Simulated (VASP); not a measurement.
Given:

```xyz
4
Lattice="3.3876 0.0000 0.0000 0.0000 3.3876 0.0000 0.0000 0.0000 3.3876" Properties=species:S:1:pos:R:3 pbc="T T T"
Al     0.0000     0.0000     0.0000
Ni     0.0000     1.6938     1.6938
Ni     1.6938     0.0000     1.6938
Ni     1.6938     1.6938     0.0000
```
Starting moments (μB, in the order of the record's atoms Al Ni Ni Ni): 0.0 0.2 0.2 0.2.

The numbers are results of PBEsol GGA, VASP's PBE PAW potentials (set 64) (plane waves; VASP), not measurements. Settings: 500 eV cut-off, 9×9×9 Γ-centred mesh, first-order Methfessel-Paxton smearing of 0.10 eV, potentials Al Ni.

Task: Predict the cell moment, energy per atom (σ→0), pressure, band gap (on the k-mesh) with the smallest direct gap where there is one.

Result: 
```json
{
  "band gap (on the k-mesh)": "none (metal, semimetal or under 0.01 eV)",
  "cell_moment": "-0.01 μB",
  "energy per atom (σ→0)": "-5.973 eV/atom",
  "pressure": "30.17 GPa"
}
```

Only differences to runs with the same potentials and settings are physical.

The compound is Ni3Al in the L1_2 structure. It was relaxed first under an external pressure of 30 GPa.
